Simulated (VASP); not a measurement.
OSZICAR of a VASP run on WC (wc):

OSZICAR:
```
       N       E                     dE             d eps       ncg     rms          rms(c)
DAV:   1     0.111039014133E+03    0.11104E+03   -0.98379E+03  3276   0.152E+03
DAV:   2    -0.213091015556E+02   -0.13235E+03   -0.12852E+03  3756   0.379E+02
DAV:   3    -0.254643249206E+02   -0.41552E+01   -0.41244E+01  4004   0.624E+01
DAV:   4    -0.255064316042E+02   -0.42107E-01   -0.42080E-01  3651   0.670E+00
DAV:   5    -0.255068140586E+02   -0.38245E-03   -0.38245E-03  3836   0.653E-01    0.287E+01
DAV:   6    -0.225233929879E+02    0.29834E+01   -0.10281E+01  3736   0.320E+01    0.699E+00
DAV:   7    -0.224269928040E+02    0.96400E-01   -0.52756E-01  3451   0.627E+00    0.532E+00
DAV:   8    -0.223988772404E+02    0.28116E-01   -0.94071E-02  3571   0.299E+00    0.758E-01
DAV:   9    -0.223978378295E+02    0.10394E-02   -0.39641E-03  3601   0.555E-01    0.158E-01
DAV:  10    -0.223977661626E+02    0.71667E-04   -0.32773E-04  3771   0.240E-01    0.697E-02
DAV:  11    -0.223977660791E+02    0.83500E-07   -0.19983E-05  3571   0.442E-02    0.112E-02
DAV:  12    -0.223977648685E+02    0.12106E-05   -0.55446E-06  3546   0.243E-02    0.255E-03
DAV:  13    -0.223977649105E+02   -0.41971E-07   -0.94897E-08  1668   0.338E-03
   1 F= -.22397765E+02 E0= -.22397636E+02  d E =-.388065E-03
```

Which electronic solver shows in the log?

It is blocked Davidson (ALGO = Normal, or the opening steps of other solvers). The INCAR had ALGO = Normal.

Can the final energy be trusted as converged?

The calculation finished and met its thresholds. It stopped with EDIFF = 1E-6, NELM = 100 (PBE GGA, plane waves, VASP's PBE PAW potentials (set 64)).

The compound is WC in the wc structure. The cell was not relaxed at this level. The run is one of a series of settings (ADDGRID = .TRUE. against the base run), some of them coarse on purpose.
